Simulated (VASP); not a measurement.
Input:

```xyz
2
Lattice="2.7460 0.0000 0.0000 -1.3730 2.3781 0.0000 0.0000 0.0000 4.3283" Properties=species:S:1:pos:R:3 pbc="T T T"
Ru     0.0000     1.5854     1.0821
Ru     1.3730     0.7927     3.2462
```

Level of theory: PBE GGA, VASP's PBE PAW potentials (set 64) (plane waves; VASP). Numerical set-up: 300 eV cut-off, 11×11×6 Γ-centred mesh, Gaussian smearing of 0.14 eV, potentials Ru_pv.

At this cut-off the stress carries a Pulay error, which pulls relaxed volumes low. Energy and stress use the plane-wave basis of the starting cell.

Q: The ions, cell shape and volume are relaxed. Predict the relaxed structure.

A: 
```xyz
2
Lattice="2.7161 0.0000 0.0000 -1.3581 2.3522 0.0000 0.0000 0.0000 4.2954" Properties=species:S:1:pos:R:3 pbc="T T T"
Ru     0.0000     1.5682     1.0739
Ru     1.3581     0.7841     3.2216
```
Space group P6_3/mmc (194), at a tolerance of 0.03 Å.

Q: How do energy and volume change from the first to the last step?

A: The energy (σ→0) changes by -11.4 meV/atom and the volume by -2.9 %, in 6 ionic steps.

The structure comes from a computed database's Ru entry; how it stands against other phases isn't given here. This run relaxes it. Symmetry was kept, so distortions that lower it aren't found. The run is one of a series of settings (EDIFFG = -0.01, IBRION = 2, ISIF = 3, NSW = 50 against the base run), some of them coarse on purpose.
